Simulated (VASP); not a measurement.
VASP ran on this input.

KPOINTS:
```
K-points
0
G
 7 7 2
```

### POSCAR
```
MoSeS
1
    3.2498720473    -0.0000000000    -0.0000000000
   -1.6249360235     2.8144714668     0.0000000000
   -0.0000000000    -0.0000000000    13.4404487227
Mo Se S
2 2 2
Direct
  0.0000000000   0.0000000000   0.2596467149
  0.0000000000   0.0000000000   0.7403532851
  0.6666670000   0.3333330000   0.8659516246
  0.3333330000   0.6666670000   0.1340483754
  0.3333330000   0.6666670000   0.3729304588
  0.6666670000   0.3333330000   0.6270695412
```

INCAR:
```
EDIFFG = -0.02   ! ionic stop
LWAVE = F
METAGGA = R2SCAN
IBRION = 2
LMIXTAU = T
LMAXMIX = 4   ! l cut-off of mixed one-centre charges
SYSTEM = MoSeS
ISMEAR = 0   ! Gaussian
PREC = Accurate
NSW = 60   ! most ionic steps
SIGMA = 0.05
LASPH = T
LREAL = F   ! projection in real space or not
NELM = 100   ! most electronic steps
LCHARG = F
ENCUT = 400
EDIFF = 1E-6
ISIF = 3   ! ions, shape and volume
ALGO = Normal   ! blocked Davidson
```

POTCAR, in this order: Mo_sv Se S (PBE.64 set). Program: vasp_std.

### Question
Translate this r2SCAN calculation to Ansatz.

### Answer
One equivalent input (not run):
Ansatz 0.2 input:
```yaml
crystal:
  lattice:
    - [3.2498720, 0.0000000, 0.0000000]
    - [-1.6249360, 2.8144715, 0.0000000]
    - [0.0000000, 0.0000000, 13.4404487]
  atoms:
    - { symbol: Mo, position: [0.0000000, 0.0000000, 0.2596467] }
    - { symbol: Mo, position: [0.0000000, 0.0000000, 0.7403533] }
    - { symbol: Se, position: [0.6666670, 0.3333330, 0.8659516] }
    - { symbol: Se, position: [0.3333330, 0.6666670, 0.1340484] }
    - { symbol: S, position: [0.3333330, 0.6666670, 0.3729305] }
    - { symbol: S, position: [0.6666670, 0.3333330, 0.6270695] }
kpoints:
  mp_grid: { grid: [7, 7, 2] }
hamiltonian:
  xc: r2scan
  pseudopotentials: { kind: paw }
scf:
  occupations: { method: gaussian, width: 0.05 }
  max_iter: 100
relax:
  max_steps: 60
  f_tol: 0.02
  cell: {}
output: { forces: true, stress: true, eigenvalues: true }
```
The two are equivalent in intent, not identical: each code has its own PAW files, so the cut-off isn't converted (ENCUT is set for VASP's; basis.ecutwfc is left out, and Ansatz then takes the one that its files recommend); Ansatz stops its SCF on the density residual and VASP on the energy change (EDIFF).

The structure comes from a computed database's MoSeS entry (P-3m1); how it stands against other phases isn't given here. This run relaxes it. Symmetry was kept, so distortions that lower it aren't found. The start is the result of an earlier pass.
